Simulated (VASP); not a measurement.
# Sb7Mo3 with r2SCAN: from relaxation to properties, part 5 of 5

How well does r2SCAN reproduce what experiment finds for Sb7Mo3? The cell is relaxed first, and properties follow on it. The start is a computed cell from the Materials Project.

VASP 6.6.1; r2SCAN; plane waves and PAW (Sb, Mo_sv).

Still holding for the runs below: Spin-orbit coupling is off here; with elements this heavy it splits and shifts levels by tenths of an eV or more.

So far. Step 4 (Band structure (r2SCAN)): There is no gap at this level. Step 5 (Density of states (r2SCAN)): The finer mesh and the other smearing move the Fermi level by +0.02 eV from the 4×4×4 run, a small shift, which tests the Fermi level alone. Of the states within 0.3 eV of the Fermi level, the largest shares in the PAW spheres are Mo d 43 % and Sb p 19 %. The rest lies in smaller channels or between the spheres. The relaxed cell has a = 9.617 Å (conventional setting).

## Step 6: Optical spectrum (r2SCAN) (continued)

Parts of OUTCAR (step 6):

```text
   k-points           NKPTS =     10   k-points in BZ     NKDIM =     10   number of bands    NBANDS=    237

   NELECT =     154.0000    total number of electrons

 E-fermi :   9.2895

 k-point     1 :       0.0000    0.0000    0.0000
  band No.  band energies     occupation
    ...
     72       8.5404      2.00000
     73       8.6486      2.00000
     74       8.6486      2.00000
     75       8.6486      2.00000
     76       8.9465      2.00000
     77       9.4839      0.00000
     78       9.4839      0.00000
     79       9.4839      0.00000
     80      10.6911      0.00000
     81      11.0881      0.00000
    ...

  Total       -0.0539410     -0.0539410     -0.0539410      0.0000000     -0.0000000      0.0000000
  in kB       -0.1943402     -0.1943402     -0.1943402      0.0000000     -0.0000000      0.0000000
  external PRESSURE =      -0.1943402 kB  Pullay stress =       0.0000000 kB

 POSITION                                       TOTAL-FORCE (eV/Angst)
 -----------------------------------------------------------------------------------
      0.00000      4.80842      2.40421        -0.000000      0.000000      0.000000
      2.40421      4.80842      0.00000        -0.000000      0.000000     -0.000000
      2.40421      0.00000      4.80842        -0.000000      0.000000     -0.000000
      4.80842      2.40421      0.00000        -0.000000      0.000000      0.000000
      0.00000      2.40421      4.80842        -0.000000      0.000000      0.000000
      4.80842      0.00000      2.40421        -0.000000      0.000000     -0.000000
      1.54403      1.54403      1.54403         0.019866      0.019866      0.019866
      1.54403      1.54403     -1.54403         0.019866      0.019866     -0.019866
     -1.54403      1.54403      1.54403        -0.019866      0.019866      0.019866
      1.54403     -1.54403      1.54403         0.019866     -0.019866      0.019866
     -3.26439      3.26439      3.26439         0.019866     -0.019866     -0.019866
      3.26439     -3.26439      3.26439        -0.019866      0.019866     -0.019866
      3.26439      3.26439     -3.26439        -0.019866     -0.019866      0.019866
      3.26439      3.26439      3.26439        -0.019866     -0.019866     -0.019866
      0.00000      0.00000      3.28934        -0.000000      0.000000     -0.081193
      3.28934      0.00000      0.00000        -0.081193      0.000000      0.000000
      6.32750      0.00000      0.00000         0.081193      0.000000      0.000000
      0.00000      6.32750      0.00000        -0.000000      0.081193      0.000000
      0.00000      3.28934      0.00000        -0.000000     -0.081193      0.000000
      0.00000      0.00000      6.32750        -0.000000      0.000000      0.081193
 -----------------------------------------------------------------------------------
    total drift:                               -0.000000      0.000000     -0.000000

  FREE ENERGIE OF THE ION-ELECTRON SYSTEM (eV)
  ---------------------------------------------------
  free  energy   TOTEN  =      -516.3003280871 eV

  energy  without entropy=     -516.2809990606  energy(sigma->0) =     -516.29066357

 plasma frequency squared (from intraband transitions) (eV^2)
  --------------------------------------------------------------------------------------
       6.668       0.000       0.000
       0.000       6.668      -0.000
       0.000      -0.000       6.668

[... 7 parts as in an earlier step ...]

[... 9 further parts left out ...]
```

On this mesh force components of up to 0.08 eV/Å appear, so the relaxed positions are not converged with the sampling. These are independent-particle spectra without excitons or local fields, and fine structure depends on the mesh and on CSHIFT. The intraband (Drude) part is not in this spectrum.

This step gave:

| Quantity | Value |
| --- | --- |
| SCF cycles | 15 |
| bands | 237 |
| free energy (TOTEN) | -516.3003 eV |
| energy at zero smearing | -516.2907 eV |
| Fermi energy | 9.290 eV |
| pressure | -0.01943 GPa |

The imaginary dielectric function, xx has structure finer than the step of the table below, so its rows give means over 0.5 eV, whole bins alone (the curve runs from 0 to 25.0 eV). Peaks (eV: height): 0.13: 118, 2.63: 26.6.

The imaginary dielectric function, xx by photon energy; means over each step:

photon energy (eV), imaginary dielectric function, xx and a bar:
```
      0.5         38 ##############################
      1.0          9 #######
      1.5          9 #######
      2.0         18 ##############
      2.5         25 ####################
      3.0         26 ####################
      3.5         23 ##################
      4.0         22 #################
      4.5         17 ##############
      5.0         14 ###########
      5.5         11 ########
      6.0          8 #######
      6.5          7 #####
      7.0          5 ####
      7.5          4 ###
      8.0          4 ###
      8.5          3 ##
      9.0          3 ##
      9.5          3 ##
     10.0          2 ##
     10.5          2 ##
     11.0          2 #
     11.5          2 #
     12.0          1 #
     12.5          1 #
     13.0          1 #
     13.5          1 #
     14.0          1 #
     14.5          1 
     15.0          0 
     15.5          0 
     16.0          0 
     16.5          0 
     17.0          0 
     17.5          0 
     18.0          0 
     18.5          0 
     19.0          0 
     19.5          0 
     20.0          0 
     20.5          0 
     21.0          0 
     21.5          0 
     22.0          0 
     22.5          0 
     23.0          0 
     23.5          0 
     24.0          0 
     24.5          0
```

Table of real dielectric function, xx by photon energy:

| photon energy (eV) | real dielectric function, xx |
| --- | --- |
| 0 | 212 |
| 1 | 15.2 |
| 2 | 26.1 |
| 3 | 8.32 |
| 4 | -1.02 |
| 5 | -6.55 |
| 6 | -6.24 |
| 7 | -5.26 |
| 8 | -3.65 |
| 9 | -2.68 |
| 10 | -2.51 |
| 11 | -1.91 |
| 12 | -1.80 |
| 13 | -1.46 |
| 14 | -1.13 |
| 15 | -0.834 |
| 16 | -0.562 |
| 17 | -0.390 |
| 18 | -0.225 |
| 19 | -0.106 |
| 20 | 0.00786 |
| 21 | 0.0921 |
| 22 | 0.143 |
| 23 | 0.213 |
| 24 | 0.303 |

Force by atom:

| atom | x (eV/Å) | y (eV/Å) | z (eV/Å) | size |
| --- | --- | --- | --- | --- |
| Sb1 | 0.0000 | 0.0000 | 0.0000 | 0.0000 |
| Sb2 | 0.0000 | 0.0000 | 0.0000 | 0.0000 |
| Sb3 | 0.0000 | 0.0000 | 0.0000 | 0.0000 |
| Sb4 | 0.0000 | 0.0000 | 0.0000 | 0.0000 |
| Sb5 | 0.0000 | 0.0000 | 0.0000 | 0.0000 |
| Sb6 | 0.0000 | 0.0000 | 0.0000 | 0.0000 |
| Sb7 | 0.0199 | 0.0199 | 0.0199 | 0.0344 |
| Sb8 | 0.0199 | 0.0199 | -0.0199 | 0.0344 |
| Sb9 | -0.0199 | 0.0199 | 0.0199 | 0.0344 |
| Sb10 | 0.0199 | -0.0199 | 0.0199 | 0.0344 |
| Sb11 | 0.0199 | -0.0199 | -0.0199 | 0.0344 |
| Sb12 | -0.0199 | 0.0199 | -0.0199 | 0.0344 |
| Sb13 | -0.0199 | -0.0199 | 0.0199 | 0.0344 |
| Sb14 | -0.0199 | -0.0199 | -0.0199 | 0.0344 |
| Mo15 | 0.0000 | 0.0000 | -0.0812 | 0.0812 |
| Mo16 | -0.0812 | 0.0000 | 0.0000 | 0.0812 |
| Mo17 | 0.0812 | 0.0000 | 0.0000 | 0.0812 |
| Mo18 | 0.0000 | 0.0812 | 0.0000 | 0.0812 |
| Mo19 | 0.0000 | -0.0812 | 0.0000 | 0.0812 |
| Mo20 | 0.0000 | 0.0000 | 0.0812 | 0.0812 |

## Step 7: What came out

```
relaxed volume                            : 22.23 Å³/atom
relaxed conventional cell a, b, c         : 9.617, 9.617, 9.617 Å
space group after relaxing, within 0.02 Å : Im-3m (No. 229)
band gap                                  : none, a metal
DOS at the Fermi level                    : 20.4 states/eV/cell
```

**Reading.** With r2SCAN, Sb7Mo3 relaxes to 22.23 Å³/atom in space group Im-3m (held by the symmetry of the run) and comes out as a metal. Band structure (r2SCAN): Of the bands kept, 4 cross the Fermi level on this path. Spin-orbit coupling is left out, and with elements this heavy it would split and shift bands near the Fermi level. The k-sampling is coarse for a metal, so the Fermi level, pressures and the shape of the cell carry errors. No search among competing phases was made, and a listed structure need not be the one stable at ambient conditions. All values are for a static lattice at zero temperature.

Calculation against experiment:

```
              quantity  measured          r2SCAN
lattice constant a (Å)     9.559  9.617 (+0.6 %)
```

Measured values from arxiv:0803.2948 (2008).

How well it matches: The lattice constant a is off by +0.6 %: good agreement. The grades are ours: good and fair within 0.7 and 1.5 % for the lattice constant a. Zero-point motion and thermal expansion are not in the computed lattice constants. As a rule both would widen the computed cell, so the excess over experiment is if anything larger than shown.

[Lines on the potential files, build, host, timing and source positions are cut from VASP's logs without a mark.]

[Logs are printed without paths, hosts, clocks, repeated set-up lines and the standing remarks that a program may print on its own settings, such as how far it seeks lower states.]

[Hosts, paths, dates, database ids (printed as entryN), source tags and the programs' standing remarks are cut or masked in the printed files.]

[A measured line is paired with the nearest computed mode of its activity, which favours agreement.]
